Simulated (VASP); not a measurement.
Here is the system:

```yaml
crystal:
  lattice:
    - [0.00000, 3.15122, 3.15122]
    - [3.15122, 0.00000, 3.15122]
    - [3.15122, 3.15122, 0.00000]
  atoms:
    - { symbol: Ba, position: [0.00000, 0.00000, 0.00000] }
    - { symbol: S, position: [0.50000, 0.50000, 0.50000] }
```

Level of theory: LDA (Ceperley-Alder, Perdew-Zunger), VASP's LDA PAW potentials (set 64) (plane waves; VASP). Settings: 400 eV cut-off, Gaussian smearing of 0.050 eV, potentials Ba_sv S.

Unless said otherwise, spin-orbit coupling is left out, though it shifts the bands of the heavy elements here.

Give the energies of bands 6 to 11 at the high-symmetry points, in eV from the valence-band maximum.

```tsv
band	Γ	X	U	L	W
6	0.00	-0.49	-1.02	-2.11	-1.22
7	0.00	-0.12	-0.65	-1.20	-0.49
8	0.00	-0.12	-0.53	-1.20	-0.49
9	3.51	1.83	3.10	5.53	4.15
10	3.70	5.96	5.93	5.59	4.15
11	3.70	6.08	6.71	6.33	6.39
```

The gap is indirect, 1.83 eV, from the valence maximum at Γ to the conduction minimum at X.

The structure comes from a computed database's BaS entry (Fm-3m); how it stands against other phases isn't given here. It was relaxed first, which changed the volume by -7 %.
